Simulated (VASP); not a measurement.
Method: PBE GGA, VASP's PBE PAW potentials (set 64) (plane waves; VASP).

VASP input:

**INCAR**
```
SYSTEM = CoGa
PREC = Accurate; ENCUT = 500; LREAL = F
LASPH = T
EDIFF = 1E-6; NELM = 100; ALGO = Normal
LMAXMIX = 4
ISMEAR = 1; SIGMA = 0.1
GGA = PE
IBRION = 2; NSW = 40; ISIF = 3
EDIFFG = -0.02
LWAVE = F; LCHARG = F
```

### KPOINTS
```
Regular mesh
0
Gamma
13 13 13
```

**POSCAR**
```
CoGa
1
    2.8789744467    -0.0000000000    -0.0000000000
   -0.0000000000     2.8789744467    -0.0000000000
    0.0000000000     0.0000000000     2.8789744467
Ga Co
1 1
Direct
  0.5000000000   0.5000000000   0.5000000000
  0.0000000000   0.0000000000   0.0000000000
```

POTCAR, in this order: Ga_d Co (PBE.64 set). Program: vasp_std.

Output

File OSZICAR:
```
       N       E                     dE             d eps       ncg     rms          rms(c)
DAV:   1     0.990562732566E+02    0.99056E+02   -0.10603E+04  2631   0.258E+03
DAV:   2    -0.661244743921E+01   -0.10567E+03   -0.10327E+03  2604   0.355E+02
DAV:   3    -0.113831528430E+02   -0.47707E+01   -0.47511E+01  2891   0.802E+01
DAV:   4    -0.114575159845E+02   -0.74363E-01   -0.74370E-01  3369   0.941E+00
DAV:   5    -0.114596158447E+02   -0.20999E-02   -0.20999E-02  3163   0.136E+00    0.954E+00
DAV:   6    -0.124846890682E+02   -0.10251E+01   -0.22403E+01  2887   0.631E+01    0.114E+01
DAV:   7    -0.105006715781E+02    0.19840E+01   -0.92486E+00  2625   0.466E+01    0.178E+00
DAV:   8    -0.104838111066E+02    0.16860E-01   -0.24681E-01  2993   0.554E+00    0.626E-01
DAV:   9    -0.104780697252E+02    0.57414E-02   -0.18332E-02  3503   0.214E+00    0.128E-01
DAV:  10    -0.104777991277E+02    0.27060E-03   -0.59068E-04  3351   0.363E-01    0.620E-02
DAV:  11    -0.104777908782E+02    0.82495E-05   -0.52179E-05  3663   0.128E-01    0.114E-02
DAV:  12    -0.104777902054E+02    0.67275E-06   -0.23688E-06  2565   0.273E-02
   1 F= -.10477790E+02 E0= -.10478091E+02  d E =-.104778E+02
       N       E                     dE             d eps       ncg     rms          rms(c)
DAV:   1    -0.104908001895E+02   -0.13009E-01   -0.16987E-01  2555   0.791E+00    0.857E-01
DAV:   2    -0.104917013676E+02   -0.90118E-03   -0.14551E-01  2577   0.558E+00    0.851E-01
DAV:   3    -0.104791266360E+02    0.12575E-01   -0.67436E-02  2656   0.380E+00    0.260E-01
DAV:   4    -0.104779327014E+02    0.11939E-02   -0.26755E-03  3400   0.792E-01    0.488E-02
DAV:   5    -0.104778189830E+02    0.11372E-03   -0.14816E-04  3409   0.213E-01    0.101E-02
DAV:   6    -0.104778174890E+02    0.14940E-05   -0.57050E-06  3132   0.380E-02    0.335E-03
DAV:   7    -0.104778179967E+02   -0.50766E-06   -0.27833E-07  1456   0.744E-03
   2 F= -.10477818E+02 E0= -.10478111E+02  d E =-.277912E-04
       N       E                     dE             d eps       ncg     rms          rms(c)
DAV:   1    -0.104809893703E+02   -0.31719E-02   -0.39550E-02  2555   0.378E+00    0.417E-01
DAV:   2    -0.104812305390E+02   -0.24117E-03   -0.34184E-02  2585   0.272E+00    0.411E-01
DAV:   3    -0.104782483027E+02    0.29822E-02   -0.15643E-02  2640   0.185E+00    0.123E-01
DAV:   4    -0.104779811080E+02    0.26719E-03   -0.60802E-04  3448   0.373E-01    0.244E-02
DAV:   5    -0.104779555515E+02    0.25557E-04   -0.36789E-05  3429   0.107E-01    0.574E-03
DAV:   6    -0.104779550515E+02    0.50003E-06   -0.16334E-06  2059   0.210E-02
   3 F= -.10477955E+02 E0= -.10478252E+02  d E =-.164846E-03
```

### OUTCAR
```
------------------------ aborting loop because EDIFF is reached ----------------------------------------
  FORCE on cell =-STRESS in cart. coord.  units (eV):
  Direction    XX          YY          ZZ          XY          YZ          ZX
  --------------------------------------------------------------------------------------
  Total        0.0030404      0.0030404      0.0030404     -0.0000000     -0.0000000     -0.0000000
  in kB        0.2034289      0.2034289      0.2034289     -0.0000000     -0.0000000     -0.0000000
  external PRESSURE =       0.2034289 kB  Pullay stress =       0.0000000 kB
  volume of cell :       23.95
      direct lattice vectors                 reciprocal lattice vectors
     2.882318086 -0.000000000  0.000000000     0.346942971  0.000000000  0.000000000
    -0.000000000  2.882318086 -0.000000000     0.000000000  0.346942971  0.000000000
    -0.000000000 -0.000000000  2.882318086    -0.000000000  0.000000000  0.346942971
 POSITION                                       TOTAL-FORCE (eV/Angst)
 -----------------------------------------------------------------------------------
      1.44116      1.44116      1.44116        -0.000000     -0.000000      0.000000
      0.00000      0.00000      0.00000         0.000000      0.000000      0.000000
 -----------------------------------------------------------------------------------
    total drift:                                0.000000      0.000000     -0.000000
  FREE ENERGIE OF THE ION-ELECTRON SYSTEM (eV)
  ---------------------------------------------------
  free  energy   TOTEN  =       -10.4779550515 eV

  energy  without entropy=      -10.4788451651  energy(sigma->0) =      -10.47825176

 reached required accuracy - stopping structural energy minimisation
```
(Selected blocks of OUTCAR.)

File CONTCAR:
```
CoGa
   1.00000000000000
     2.8823180857439135   -0.0000000000000000    0.0000000000000000
    -0.0000000000000000    2.8823180857439135   -0.0000000000000000
    -0.0000000000000000   -0.0000000000000000    2.8823180857439135
  Ga              Co
     1     1
Direct
     0.5000000000000000    0.5000000000000000    0.5000000000000000
     0.0000000000000000    0.0000000000000000    0.0000000000000000
```

The compound is CoGa in the CsCl type structure. This run relaxes it. Symmetry was kept, so distortions that lower it aren't found. The run is not spin-polarised, so no magnetic state was tried.
